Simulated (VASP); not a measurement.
Output of a VASP run:

OSZICAR:
```
       N       E                     dE             d eps       ncg     rms          rms(c)
DAV:   1     0.798995990684E+02    0.79900E+02   -0.57070E+03   408   0.982E+02
DAV:   2    -0.143028289029E+01   -0.81330E+02   -0.73796E+02   552   0.153E+02
DAV:   3    -0.770574090609E+01   -0.62755E+01   -0.62484E+01   520   0.500E+01
DAV:   4    -0.782929502222E+01   -0.12355E+00   -0.12353E+00   548   0.872E+00
DAV:   5    -0.783058753930E+01   -0.12925E-02   -0.12925E-02   520   0.891E-01    0.411E+00
DAV:   6    -0.771006552906E+01    0.12052E+00   -0.14342E-01   456   0.209E+00    0.282E+00
DAV:   7    -0.768751874806E+01    0.22547E-01   -0.14130E-01   472   0.213E+00    0.714E-01
DAV:   8    -0.768566383873E+01    0.18549E-02   -0.98146E-03   452   0.604E-01    0.240E-01
DAV:   9    -0.768581531796E+01   -0.15148E-03   -0.94639E-04   520   0.224E-01    0.979E-02
DAV:  10    -0.768580199333E+01    0.13325E-04   -0.31473E-05   480   0.482E-02    0.395E-02
DAV:  11    -0.768580938455E+01   -0.73912E-05   -0.19890E-05   456   0.336E-02    0.339E-02
DAV:  12    -0.768580984023E+01   -0.45568E-06   -0.13839E-06   372   0.734E-03
   1 F= -.86252079E+01 E0= -.86252079E+01  d E =-.862521E+01
       N       E                     dE             d eps       ncg     rms          rms(c)
DAV:   1    -0.768495021088E+01    0.85917E-03   -0.36837E-03   420   0.340E-01    0.412E-02
DAV:   2    -0.768490718418E+01    0.43027E-04   -0.15697E-04   464   0.832E-02    0.223E-02
DAV:   3    -0.768489331681E+01    0.13867E-04   -0.39476E-05   464   0.329E-02    0.102E-02
DAV:   4    -0.768489320666E+01    0.11015E-06   -0.67785E-07   308   0.714E-03
   2 F= -.86252860E+01 E0= -.86252860E+01  d E =-.780458E-04
       N       E                     dE             d eps       ncg     rms          rms(c)
DAV:   1    -0.768257824915E+01    0.23151E-02   -0.33046E-02   408   0.102E+00    0.112E-01
DAV:   2    -0.768219794612E+01    0.38030E-03   -0.13884E-03   456   0.248E-01    0.573E-02
DAV:   3    -0.768207037347E+01    0.12757E-03   -0.33984E-04   460   0.965E-02    0.338E-02
DAV:   4    -0.768206793933E+01    0.24341E-05   -0.78136E-06   552   0.210E-02    0.326E-02
DAV:   5    -0.768206573967E+01    0.21997E-05   -0.83650E-06   464   0.176E-02    0.526E-03
DAV:   6    -0.768206581217E+01   -0.72499E-07   -0.42293E-07   232   0.511E-03
   3 F= -.86254509E+01 E0= -.86254509E+01  d E =-.243014E-03
```

**OUTCAR**
```
------------------------ aborting loop because EDIFF is reached ----------------------------------------
 Edisp (eV)   -0.94339
  FORCE on cell =-STRESS in cart. coord.  units (eV):
  Direction    XX          YY          ZZ          XY          YZ          ZX
  --------------------------------------------------------------------------------------
  Total       0.02681     0.02681    -0.01165    -0.00000     0.00000    -0.00000
  in kB       0.42549     0.42549    -0.18486    -0.00000     0.00000    -0.00000
  external pressure =        0.22 kB  Pullay stress =        0.00 kB
  volume of cell :      100.95
      direct lattice vectors                 reciprocal lattice vectors
     4.120486797  0.000000000 -0.000000000     0.242689772  0.140117021  0.000000000
    -2.060243398  3.568445825  0.000000000    -0.000000000  0.280234043 -0.000000000
    -0.000000000  0.000000000  6.865942886     0.000000000 -0.000000000  0.145646420
 POSITION                                       TOTAL-FORCE (eV/Angst)
 -----------------------------------------------------------------------------------
     -2.06024      3.56845      0.00000         0.000000      0.000000     -0.000000
     -0.00000      2.37897      1.67496        -0.000000     -0.000000      0.019405
      2.06025      1.18948      5.19098         0.000000      0.000000     -0.019405
 -----------------------------------------------------------------------------------
    total drift:                                0.000000     -0.000000      0.000000
  FREE ENERGIE OF THE ION-ELECTRON SYSTEM (eV)
  ---------------------------------------------------
  free  energy   TOTEN  =        -8.6254509277 eV

  energy  without entropy=       -8.6254509277  energy(sigma->0) =       -8.62545093

 reached required accuracy - stopping structural energy minimisation
```
(Selected blocks of OUTCAR.)

POSCAR:
```
MgI2
1
    4.1249708587     0.0000000000    -0.0000000000
   -2.0624854294     3.5723291355     0.0000000000
    0.0000000000     0.0000000000     6.8791198718
Mg I
1 2
Direct
  0.0000000000   0.0000000000   0.0000000000
  0.3333330000   0.6666670000   0.2432451134
  0.6666670000   0.3333330000   0.7567548866
```

Problem. Write an INCAR and KPOINTS that could have produced this output.

Solution. One answer among several that fit: the input of the run itself, PBE GGA with D3 dispersion (Becke-Johnson damping), plane waves, VASP's PBE PAW potentials (set 64).

**INCAR**
```
! general
SYSTEM  = MgI2
PREC    = Accurate
ENCUT   = 480
LREAL   = .FALSE.
LASPH   = .TRUE.

! electronic loop
EDIFF   = 1E-6
NELM    = 100
ALGO    = Normal
LMAXMIX = 4

! smearing
ISMEAR  = 0
SIGMA   = 0.05

! functional
GGA     = PE
IVDW    = 12

! ions
IBRION  = 2
NSW     = 60
ISIF    = 3
EDIFFG  = -0.02

! output
LWAVE   = .FALSE.
LCHARG  = .FALSE.
```

File KPOINTS:
```
kpoints
0
G
6 6 3
0 0 0
```

POTCAR, in this order: Mg I (PBE.64 set). Program: vasp_std.

The compound is MgI2 in the 1T layered structure. This run relaxes it. Symmetry was kept, so distortions that lower it aren't found. The start is the result of an earlier pass.
